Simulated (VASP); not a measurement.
Output of a VASP run:

### OUTCAR
```
 ion  position               nearest neighbor table
   1  0.000  0.281  0.667-   2 2.90   3 2.90   2 3.38   2 3.38   3 3.38   3 3.38
   2  0.719  0.719  0.000-   3 2.90   1 2.90   1 3.38   3 3.38   3 3.38   1 3.38
   3  0.281  0.000  0.333-   2 2.90   1 2.90   2 3.38   2 3.38   1 3.38   1 3.38
  LATTYP: Found a hexagonal cell.
 ALAT       =     4.3960082638
 C/A-ratio  =     1.3326558723
 Subroutine PRICEL returns:
 Original cell was already a primitive cell.
 Subroutine GETGRP returns: Found  6 space group operations
The static configuration has the point symmetry C_2 .
 The point group associated with its full space group is D_3 .
The dynamic configuration has the point symmetry C_2 .
 Subroutine INISYM returns: Found  6 space group operations
 Subroutine IBZKPT returns following result:
 Found     17 irreducible k-points:

 Following reciprocal coordinates:
            Coordinates               Weight
  0.000000  0.000000  0.000000      1.000000
  0.200000 -0.000000  0.000000      6.000000
  0.400000  0.000000  0.000000      6.000000
  0.200000  0.200000  0.000000      6.000000
  0.400000  0.200000  0.000000      6.000000
  0.000000  0.000000  0.250000      2.000000
  0.200000 -0.000000  0.250000      6.000000
 -0.000000  0.200000  0.250000      6.000000
  0.400000  0.000000  0.250000      6.000000
  0.000000  0.400000  0.250000      6.000000
  0.200000  0.200000  0.250000     12.000000
  0.400000  0.200000  0.250000     12.000000
  0.000000  0.000000  0.500000      1.000000
  0.200000 -0.000000  0.500000      6.000000
  0.400000  0.000000  0.500000      6.000000
  0.200000  0.200000  0.500000      6.000000
  0.400000  0.200000  0.500000      6.000000
   k-points           NKPTS =     17   k-points in BZ     NKDIM =     17   number of bands    NBANDS=     13
   number of dos      NEDOS =    301   number of ions     NIONS =      3
   total plane-waves  NPLWV =  62208
   dimension x,y,z NGX =    36 NGY =   36 NGZ =   48
   dimension x,y,z NGXF=    72 NGYF=   72 NGZF=   96
   ions per type =               3
   PREC   = accura    normal or accurate (medium, high low for compatibility)
   ISTART =      0    job   : 0-new  1-cont  2-samecut
   ICHARG =      2    charge: 1-file 2-atom 10-const
   ISPIN  =      1    spin polarized calculation?
   LNONCOLLINEAR =      F non collinear calculations
   LSORBIT =      F    spin-orbit coupling
   INIWAV =      1    electr: 0-lowe 1-rand  2-diag
   ENCUT  =  520.0 eV  38.22 Ry    6.18 a.u.   8.17  8.17 10.89*2*pi/ulx,y,z
   NELM   =    100;   NELMIN=  2; NELMDL= -5     # of ELM steps
   EDIFF  = 0.1E-05   stopping-criterion for ELM
   LREAL  =      F    real-space projection
   NLSPLINE    = F    spline interpolate recip. space projectors
   LMAXMIX     =    4 max onsite mixed and CHGCAR
   VOSKOWN=      0    Vosko Wilk Nusair interpolation
   EDIFFG = -.2E-01   stopping-criterion for IOM
   NSW    =     60    number of steps for IOM
   NBLOCK =      1;   KBLOCK =     60    inner block; outer block
   IBRION =      2    ionic relax: 0-MD 1-quasi-New 2-CG
   NFREE  =      1    steps in history (QN), initial steepest desc. (CG)
   ISIF   =      3    stress and relaxation
   ISYM   =      2    0-nonsym 1-usesym 2-fastsym
   TEIN   =    0.0    initial temperature
   TEBEG  =    0.0;   TEEND  =   0.0 temperature during run
   SMASS  =  -3.00    Nose mass-parameter (am)
   PSTRESS=    0.0 pullay stress
   NELECT =      18.0000    total number of electrons
   EFERMI =   0.00;   METHOD = LEGACY
   ISMEAR =     0;   SIGMA  =   0.05  broadening in eV -4-tet -1-fermi 0-gaus
   IALGO  =     38    algorithm
   LDIAG  =      T    sub-space diagonalisation (order eigenvalues)
   IMIX   =      4    mixing-type and parameters
     AMIX     =   0.40;   BMIX     =  1.00
     AMIX_MAG =   1.60;   BMIX_MAG =  1.00
     AMIN     =   0.10
   GGA     = MK    functional components
   VOSKOWN =     0    Vosko Wilk Nusair interpolation
   LHFCALC =     F    Hartree Fock is set to
   LHFONE  =     F    Hartree Fock one center treatment
...
```

OSZICAR:
```
...
       N       E                     dE             d eps       ncg     rms          rms(c)
DAV:   1    -0.457242327691E+01   -0.84349E-01   -0.20301E+00   442   0.718E+00    0.193E+00
DAV:   2    -0.452246112273E+01    0.49962E-01   -0.78736E-02   442   0.176E+00    0.100E+00
DAV:   3    -0.450534445400E+01    0.17117E-01   -0.14721E-02   467   0.637E-01    0.326E-01
DAV:   4    -0.449776814585E+01    0.75763E-02   -0.15107E-02   442   0.587E-01    0.729E-01
DAV:   5    -0.449765220178E+01    0.11594E-03   -0.65346E-04   596   0.162E-01    0.299E-01
DAV:   6    -0.449765726251E+01   -0.50607E-05   -0.15350E-05   532   0.270E-02    0.412E-02
DAV:   7    -0.449765775637E+01   -0.49387E-06   -0.35427E-07   236   0.481E-03
   2 F= -.44976578E+01 E0= -.44976578E+01  d E =-.958374E-02
       N       E                     dE             d eps       ncg     rms          rms(c)
DAV:   1    -0.451426694954E+01   -0.16610E-01   -0.30403E-01   442   0.281E+00    0.701E-01
DAV:   2    -0.450679269439E+01    0.74743E-02   -0.11291E-02   442   0.665E-01    0.345E-01
DAV:   3    -0.450407262152E+01    0.27201E-02   -0.26899E-03   462   0.266E-01    0.125E-01
DAV:   4    -0.450320122091E+01    0.87140E-03   -0.16568E-03   442   0.196E-01    0.269E-01
DAV:   5    -0.450317529754E+01    0.25923E-04   -0.99917E-05   640   0.609E-02    0.786E-02
DAV:   6    -0.450317421569E+01    0.10818E-05   -0.13091E-06   316   0.887E-03    0.901E-03
DAV:   7    -0.450317401616E+01    0.19953E-06   -0.12697E-07   221   0.306E-03
   3 F= -.45031740E+01 E0= -.45031740E+01  d E =-.151000E-01
       N       E                     dE             d eps       ncg     rms          rms(c)
DAV:   1    -0.450470961054E+01   -0.15354E-02   -0.34849E-02   442   0.107E+00    0.969E-02
DAV:   2    -0.450469256967E+01    0.17041E-04   -0.11393E-03   472   0.213E-01    0.499E-02
DAV:   3    -0.450464992968E+01    0.42640E-04   -0.81609E-05   497   0.606E-02    0.169E-02
DAV:   4    -0.450465081385E+01   -0.88417E-06   -0.14849E-05   482   0.239E-02    0.766E-03
DAV:   5    -0.450465113961E+01   -0.32576E-06   -0.42005E-07   226   0.502E-03
   4 F= -.45046511E+01 E0= -.45046511E+01  d E =-.147712E-02
       N       E                     dE             d eps       ncg     rms          rms(c)
DAV:   1    -0.450703918585E+01   -0.23884E-02   -0.22401E-01   442   0.271E+00    0.250E-01
DAV:   2    -0.450690597941E+01    0.13321E-03   -0.73161E-03   477   0.540E-01    0.126E-01
DAV:   3    -0.450662694154E+01    0.27904E-03   -0.52114E-04   492   0.152E-01    0.439E-02
DAV:   4    -0.450663020129E+01   -0.32597E-05   -0.98970E-05   487   0.616E-02    0.200E-02
DAV:   5    -0.450663223033E+01   -0.20290E-05   -0.32295E-06   472   0.130E-02    0.125E-02
DAV:   6    -0.450663341502E+01   -0.11847E-05   -0.12257E-06   306   0.926E-03    0.214E-03
DAV:   7    -0.450663343287E+01   -0.17849E-07   -0.94471E-08   221   0.273E-03
   5 F= -.45066334E+01 E0= -.45066334E+01  d E =-.345942E-02
       N       E                     dE             d eps       ncg     rms          rms(c)
DAV:   1    -0.450675702172E+01   -0.12361E-03   -0.15967E-02   442   0.723E-01    0.667E-02
DAV:   2    -0.450674466206E+01    0.12360E-04   -0.51962E-04   482   0.144E-01    0.340E-02
DAV:   3    -0.450672390112E+01    0.20761E-04   -0.39822E-05   492   0.418E-02    0.117E-02
DAV:   4    -0.450672428388E+01   -0.38276E-06   -0.71557E-06   482   0.165E-02
   6 F= -.45067243E+01 E0= -.45067243E+01  d E =-.355027E-02
```

**OUTCAR**
```
------------------------ aborting loop because EDIFF is reached ----------------------------------------
  FORCE on cell =-STRESS in cart. coord.  units (eV):
  Direction    XX          YY          ZZ          XY          YZ          ZX
  --------------------------------------------------------------------------------------
  Total        0.0208573      0.0208573     -0.0267275      0.0000000     -0.0000000     -0.0000000
  in kB        0.3316269      0.3316269     -0.4249633      0.0000000     -0.0000000     -0.0000000
  external PRESSURE =       0.0794302 kB  Pullay stress =       0.0000000 kB
  volume of cell :      100.77
      direct lattice vectors                 reciprocal lattice vectors
     2.198741381 -3.808331496 -0.000000000     0.227402824 -0.131291092 -0.000000000
     2.198741381  3.808331496 -0.000000000     0.227402824  0.131291092  0.000000000
     0.000000000 -0.000000000  6.016988915     0.000000000  0.000000000  0.166196085
 POSITION                                       TOTAL-FORCE (eV/Angst)
 -----------------------------------------------------------------------------------
      2.81026     -2.74915      4.01133        -0.006299     -0.010910      0.000000
      3.17444     -0.00000     -0.00000         0.012598     -0.000000      0.000000
      2.81026      2.74915      2.00566        -0.006299      0.010910     -0.000000
 -----------------------------------------------------------------------------------
    total drift:                               -0.000180     -0.000396      0.000014
  FREE ENERGIE OF THE ION-ELECTRON SYSTEM (eV)
  ---------------------------------------------------
  free  energy   TOTEN  =        -4.5067242839 eV

  energy  without entropy=       -4.5067242839  energy(sigma->0) =       -4.50672428

 reached required accuracy - stopping structural energy minimisation
```
(Selected blocks of OUTCAR.)

POSCAR:
```
Te
1
    2.1980042566    -3.8070547597    -0.0000000000
    2.1980042566     3.8070547597     0.0000000000
    0.0000000000    -0.0000000000     5.8583662273
Te
3
Direct
  1.0000000000   0.2811410132   0.6666670000
  0.7188589868   0.7188589868   0.0000000000
  0.2811410132   1.0000000000   0.3333330000
```

Question: Reconstruct the remaining input files.

Answer: This is not unique; one that fits is the input of the run itself, rev-vdW-DF2, plane waves, VASP's PBE PAW potentials (set 64).

### KPOINTS
```
Automatic mesh
0
Gamma
5 5 4
0 0 0
```

**INCAR**
```
SYSTEM = Te
PREC = Accurate
ENCUT = 520
EDIFF = 1E-6
NELM = 100
ALGO = Normal
LREAL = .FALSE.
LASPH = .TRUE.
ISMEAR = 0
SIGMA = 0.05
GGA = MK
PARAM1 = 0.1234568
PARAM2 = 0.7114
ZAB_VDW = -1.8867
LUSE_VDW = .TRUE.
AGGAC = 0.0
LMAXMIX = 4
LWAVE = .FALSE.
LCHARG = .FALSE.
IBRION = 2
ISIF = 3
NSW = 60
EDIFFG = -0.02
```

POTCAR, in this order: Te (PBE.64 set). Program: vasp_std.

Energy and stress use the plane-wave basis of the starting cell.

The compound is Te in the trig structure. This run relaxes it. Symmetry was kept, so distortions that lower it aren't found. The start is the result of an earlier pass.
